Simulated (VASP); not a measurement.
These are revTPSS meta-GGA, VASP's PBE PAW potentials (set 64) (plane waves; VASP) values and carry that method's errors.

A VASP calculation is set up with these files.

### INCAR
```
ALGO = Normal
EDIFF = 1E-7
ENCUT = 520
ISIF = 2
ISMEAR = -5
LASPH = .TRUE.
LCHARG = .FALSE.
LMAXMIX = 6
LMIXTAU = .TRUE.
LORBIT = 11
LREAL = .FALSE.
LWAVE = .FALSE.
METAGGA = RTPSS
NEDOS = 601
NELM = 100
PREC = Accurate
SYSTEM = Eu
```

File POSCAR:
```
Eu
1.0
 -2.1751756401   2.1751756401   2.1751756401
  2.1751756401  -2.1751756401   2.1751756401
  2.1751756401   2.1751756401  -2.1751756401
Eu
1
Direct
  1.0000000000   1.0000000000   0.0000000000
```

### KPOINTS_OPT
```
k-points along high-symmetry lines
10
Line-mode
Reciprocal
  0.000000   0.000000   0.000000 ! GAMMA
  0.500000  -0.500000   0.500000 ! H

  0.500000  -0.500000   0.500000 ! H
  0.000000  -0.000000   0.500000 ! N

  0.000000  -0.000000   0.500000 ! N
  0.000000   0.000000   0.000000 ! GAMMA

  0.000000   0.000000   0.000000 ! GAMMA
  0.250000   0.250000   0.250000 ! P

  0.250000   0.250000   0.250000 ! P
  0.500000  -0.500000   0.500000 ! H

  0.250000   0.250000   0.250000 ! P
  0.000000  -0.000000   0.500000 ! N
```

KPOINTS:
```
K-points
0
gamma
 13 13 13
```

POTCAR, in this order: Eu_2 (PBE.64 set). Program: vasp_std.

Output of the run:

**OUTCAR**
```
 ion  position               nearest neighbor table
   1  0.000  0.000  0.000-
  LATTYP: Found a body centered cubic cell.
 ALAT       =     4.3503512802
 Subroutine PRICEL returns:
 Original cell was already a primitive cell.
 Subroutine GETGRP returns: Found 48 space group operations
The static configuration has the point symmetry O_h .
The dynamic configuration has the point symmetry O_h .
 Subroutine INISYM returns: Found 48 space group operations
 Subroutine IBZKPT returns following result:
 Found     84 irreducible k-points:

 Following reciprocal coordinates:
            Coordinates               Weight
  0.000000  0.000000  0.000000      1.000000
  0.076923  0.000000  0.000000     12.000000
  0.153846  0.000000  0.000000     12.000000
  0.230769  0.000000  0.000000     12.000000
  0.307692  0.000000  0.000000     12.000000
  0.384615  0.000000  0.000000     12.000000
  0.461538  0.000000  0.000000     12.000000
  0.076923  0.076923  0.000000     24.000000
  0.153846  0.076923  0.000000     48.000000
  0.230769  0.076923 -0.000000     48.000000
  0.307692  0.076923  0.000000     48.000000
  0.384615  0.076923  0.000000     48.000000
  0.461538  0.076923  0.000000     24.000000
  0.153846  0.153846  0.000000     24.000000
  0.230769  0.153846  0.000000     48.000000
  0.307692  0.153846  0.000000     48.000000
  0.384615  0.153846  0.000000     48.000000
  0.230769  0.230769  0.000000     24.000000
  0.307692  0.230769 -0.000000     48.000000
  0.384615  0.230769  0.000000     24.000000
  0.307692  0.307692  0.000000     24.000000
  0.076923  0.076923  0.076923      8.000000
  0.153846  0.076923  0.076923     24.000000
  0.230769  0.076923  0.076923     24.000000
  0.307692  0.076923  0.076923     24.000000
  0.384615  0.076923  0.076923     24.000000
 -0.076923  0.076923  0.076923      6.000000
  0.153846  0.153846  0.076923     24.000000
  0.230769  0.153846  0.076923     48.000000
  0.307692  0.153846  0.076923     48.000000
  0.384615  0.153846  0.076923     24.000000
 -0.153846  0.153846  0.076923     24.000000
  0.230769  0.230769  0.076923     24.000000
  0.307692  0.230769  0.076923     48.000000
 -0.230769  0.230769  0.076923     24.000000
 -0.153846  0.230769  0.076923     24.000000
  0.307692  0.307692  0.076923      8.000000
 -0.307692  0.307692  0.076923     24.000000
 -0.230769  0.307692  0.076923     48.000000
 -0.384615  0.384615  0.076923     24.000000
   k-points           NKPTS =     84   k-points in BZ     NKDIM =     84   number of bands    NBANDS=      8
   number of dos      NEDOS =    601   number of ions     NIONS =      1
   total plane-waves  NPLWV =  21952
   dimension x,y,z NGX =    28 NGY =   28 NGZ =   28
   dimension x,y,z NGXF=    56 NGYF=   56 NGZF=   56
   ions per type =               1
   PREC   = accura    normal or accurate (medium, high low for compatibility)
   ISTART =      0    job   : 0-new  1-cont  2-samecut
   ICHARG =      2    charge: 1-file 2-atom 10-const
   ISPIN  =      1    spin polarized calculation?
   LNONCOLLINEAR =      F non collinear calculations
   LSORBIT =      F    spin-orbit coupling
   INIWAV =      1    electr: 0-lowe 1-rand  2-diag
   ENCUT  =  520.0 eV  38.22 Ry    6.18 a.u.   7.01  7.01  7.01*2*pi/ulx,y,z
   NELM   =    100;   NELMIN=  2; NELMDL= -5     # of ELM steps
   EDIFF  = 0.1E-06   stopping-criterion for ELM
   LREAL  =      F    real-space projection
   NLSPLINE    = F    spline interpolate recip. space projectors
   LMAXMIX     =    6 max onsite mixed and CHGCAR
   VOSKOWN=      0    Vosko Wilk Nusair interpolation
...
```

### OSZICAR
```
       N       E                     dE             d eps       ncg     rms          rms(c)
DAV:   1     0.412056081312E+02    0.41206E+02   -0.40713E+03  1352   0.877E+02
DAV:   2     0.290990256964E+02   -0.12107E+02   -0.12039E+02  1816   0.113E+02
DAV:   3     0.288783637031E+02   -0.22066E+00   -0.20790E+00  1872   0.113E+01
DAV:   4     0.288765757867E+02   -0.17879E-02   -0.17716E-02  2080   0.145E+00
DAV:   5     0.288765653203E+02   -0.10466E-04   -0.10406E-04  1952   0.866E-02    0.755E+00
DAV:   6     0.275978351724E+02   -0.12787E+01   -0.85264E-01  1480   0.691E+00    0.439E+00
DAV:   7     0.521501311037E+04    0.51874E+04   -0.29941E+05  1344   0.443E+06    0.635E-01
DAV:   8     0.275768607284E+02   -0.51874E+04   -0.11913E+00  1728   0.171E+01    0.469E-01
DAV:   9     0.276454403258E+02    0.68580E-01   -0.79803E-02  1344   0.449E+00    0.125E-01
DAV:  10     0.275771815613E+02   -0.68259E-01   -0.59668E-02  1344   0.356E+00    0.829E-02
DAV:  11     0.275784779557E+02    0.12964E-02   -0.58869E-04  2472   0.342E-01    0.172E-02
DAV:  12     0.275770861256E+02   -0.13918E-02   -0.12551E-04  1912   0.109E-01    0.264E-02
DAV:  13     0.275768264871E+02   -0.25964E-03   -0.25873E-05  1624   0.602E-02    0.208E-02
DAV:  14     0.275767932734E+02   -0.33214E-04   -0.64887E-06  2184   0.275E-02    0.172E-02
DAV:  15     0.275767947852E+02    0.15118E-05   -0.81572E-07  1464   0.114E-02    0.118E-02
DAV:  16     0.275767911745E+02   -0.36107E-05   -0.25404E-06  1856   0.179E-02    0.273E-04
DAV:  17     0.275767908711E+02   -0.30334E-06   -0.41326E-08  1416   0.289E-03    0.410E-04
DAV:  18     0.275767908791E+02    0.79478E-08   -0.21451E-08   864   0.166E-03
   1 F= 0.27576791E+02 E0= 0.27576791E+02  d E =0.000000E+00
       N       E                     dE             ncg
```

**OUTCAR**
```
------------------------ aborting loop because EDIFF is reached ----------------------------------------
  FORCE on cell =-STRESS in cart. coord.  units (eV):
  Direction    XX          YY          ZZ          XY          YZ          ZX
  --------------------------------------------------------------------------------------
  Total        0.0475075      0.0475075      0.0475075      0.0000000      0.0000000     -0.0000000
  in kB        1.8489714      1.8489714      1.8489714      0.0000000      0.0000000     -0.0000000
  external PRESSURE =       1.8489714 kB  Pullay stress =       0.0000000 kB
  volume of cell :       41.17
      direct lattice vectors                 reciprocal lattice vectors
    -2.175175640  2.175175640  2.175175640     0.000000000  0.229866495  0.229866495
     2.175175640 -2.175175640  2.175175640     0.229866495  0.000000000  0.229866495
     2.175175640  2.175175640 -2.175175640     0.229866495  0.229866495  0.000000000
 POSITION                                       TOTAL-FORCE (eV/Angst)
 -----------------------------------------------------------------------------------
      0.00000      0.00000      0.00000        -0.000000      0.000000     -0.000000
 -----------------------------------------------------------------------------------
    total drift:                               -0.000000      0.000000      0.000000
  FREE ENERGIE OF THE ION-ELECTRON SYSTEM (eV)
  ---------------------------------------------------
  free  energy   TOTEN  =        27.5767908791 eV

  energy  without entropy=       27.5767908791  energy(sigma->0) =       27.57679088

 total charge

# of ion       s       p       d       tot
------------------------------------------
    1        0.470   6.281   0.492   7.243
```
(Selected blocks of OUTCAR.)

The 4f electrons are frozen in the core of the lanthanide potential, so 4f levels, which can set the real gap, and their magnetism are missing. For a metal the tetrahedron method with Blöchl corrections gives inexact stress and forces.

The compound is Eu in the bcc structure. It was relaxed first, which changed the volume by -14 %.
